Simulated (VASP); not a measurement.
Computed with PBE GGA, VASP's PBE PAW potentials (set 64) (plane waves; VASP).

Gaps are without spin-orbit coupling.

Question: Order these relaxed crystals by band gap, smallest first: AgI, F-43m (216); InP, F-43m (216); PbTe, Fm-3m (225); NaF, Fm-3m (225).

Answer: InP, F-43m (216) (0.45 eV), PbTe, Fm-3m (225) (0.83 eV), AgI, F-43m (216) (1.34 eV), NaF, Fm-3m (225) (6.10 eV)
